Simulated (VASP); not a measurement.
All values below come from PW91 GGA, VASP's PBE PAW potentials (set 64) (plane waves; VASP 6.6.1).

A VASP calculation is set up with these files.

INCAR:
```
ALGO = Normal
EDIFF = 1E-7
ENCUT = 520
GGA = 91
ISIF = 2
ISMEAR = -5
LASPH = .TRUE.
LCHARG = .TRUE.
LMAXMIX = 6
LORBIT = 11
LREAL = .FALSE.
LWAVE = .FALSE.
NEDOS = 601
NELM = 100
PREC = Accurate
SYSTEM = Au
```

KPOINTS:
```
K-points
0
Gamma
 17 17 17
0 0 0
```

### POSCAR
```
Au
1
    0.0000000000     2.0824569434     2.0824569434
    2.0824569434     0.0000000000     2.0824569434
    2.0824569434     2.0824569434     0.0000000000
Au
1
Direct
  0.0000000000   0.0000000000   0.0000000000
```

POTCAR, in this order: Au (PBE.64 set). Program: vasp_std.

What will the output report for the number of irreducible k-points (NKPTS), largest plane-wave count, number of space-group operations, FFT grid (NGX, NGY, NGZ)?

```
Quantity                                      Result
--------------------------------------  ------------
number of irreducible k-points (NKPTS)           165
largest plane-wave count                         531
number of space-group operations                  48
FFT grid (NGX, NGY, NGZ)                24 × 24 × 24
```

The compound is Au in the fcc structure. It was relaxed first, which changed the volume by +6 %.
